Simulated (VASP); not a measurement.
Given:

```yaml
crystal:
  lattice:
    - [4.92507, 0.00000, 0.00000]
    - [0.00000, 4.92507, 0.00000]
    - [0.00000, 0.00000, 3.32116]
  atoms:
    - { symbol: Mn, position: [0.00000, 0.00000, 0.00000], spin: 4.5 }
    - { symbol: Mn, position: [0.50000, 0.50000, 0.50000], spin: -4.5 }
    - { symbol: F, position: [0.30356, 0.30356, 0.00000] }
    - { symbol: F, position: [0.80356, 0.19644, 0.50000] }
    - { symbol: F, position: [0.19644, 0.80356, 0.50000] }
    - { symbol: F, position: [0.69644, 0.69644, 0.00000] }
```

Computed with PW91 GGA, VASP's PBE PAW potentials (set 64) (plane waves; VASP). Settings: 520 eV cut-off, 5×5×8 Γ-centred mesh, tetrahedra with Blöchl corrections, potentials Mn_pv F.

The cores are frozen, which limits the accuracy of field gradients.

**Question.** Give the principal components of the electric field gradient (V/Å²) and the asymmetry η at each nucleus.

**Answer.** 
```tsv
atom	Vxx	Vyy	Vzz	η
Mn1	-11.5	-10.9	22.4	0.03
Mn2	-11.5	-10.9	22.4	0.03
F3	48.2	17.9	-66.1	0.46
F4	48.2	17.9	-66.1	0.46
F5	48.2	17.9	-66.1	0.46
F6	48.2	17.9	-66.1	0.46
```

The compound is MnF2 in the rutile structure. It was relaxed first.
